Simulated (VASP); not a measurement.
Runs of VASP 6.6.1 on NaLaMnMoO6. It takes space group Cm (No. 8, monoclinic). Conventional cell: a = 9.950 Å, b = 5.758 Å, c = 5.526 Å, α = 90.00°, β = 123.42°, γ = 90.00°. Around Na (site symmetry m) lie 5 O at 2.28 to 2.46 Å. La (site symmetry m) has 5 O at 2.26 to 2.50 Å as nearest neighbours. Mn (site symmetry m) is surrounded by 5 O at 2.06 to 2.20 Å. Mo (site symmetry m) is surrounded by 6 O at 1.91 to 1.95 Å. Around O (site symmetry m) lie 1 Mo at 1.93 Å and 1 Mn at 2.06 Å. O (site symmetry 1) is surrounded by 1 Mo at 1.93 Å and 1 Mn at 2.19 Å. O (site symmetry 1) has 1 Mo at 1.95 Å and 1 Mn at 2.20 Å as nearest neighbours. Around O (site symmetry m) lie 1 Mo at 1.91 Å. The cell was built by a generator and needn't be a form met in nature.

```tsv
task	level	potentials or basis	cell	cutoff (eV)	gap on the mesh (eV)	pressure (GPa)	moment (μB)	relaxed volume (Å³/atom)	largest force (eV/Å)
band structure	PBE	VASP PAW PBE potentials, release 64 (Na_pv, La, Mn_pv, Mo_sv, O)	Cm, 13.21 Å³/atom	520	0.92	-	5.00	-	-
relaxation of cell and atoms	PBE	VASP PAW PBE potentials, release 64 (Na_pv, La, Mn_pv, Mo_sv, O)	relaxed	600	0.92	0.0	5.00	13.21	0.01
band structure	LDA	VASP PAW LDA potentials, release 64 (Na_pv, La, Mn_pv, Mo_sv, O)	Cm, 11.95 Å³/atom	520	(a)	-	4.99	-	-
band structure	PBEsol	VASP PAW PBE potentials, release 64 (Na_pv, La, Mn_pv, Mo_sv, O)	Cm, 12.5 Å³/atom	520	0.75	-	5.00	-	-
relaxation of cell and atoms	PBEsol	VASP PAW PBE potentials, release 64 (Na_pv, La, Mn_pv, Mo_sv, O)	relaxed	600	0.75	0.0	5.00	12.50	0.01
```

Alike in all rows: spin collinear, ferromagnetic start; k mesh 6 × 6 × 6; smearing fermi-dirac 0.05 eV.

Q: Estimate the missing entries.

A: (a) 0.28.

Caveats: spin-orbit coupling is left out, which moves the levels of the heavy elements; a cell with one magnetic atom can't hold antiferromagnetic order, which such compounds often take; the PAW data sets were made with another functional, which shifts forces and pressure a little (some runs).

A k mesh can miss the band edges, and the runs leave out spin-orbit coupling on La, Mo.
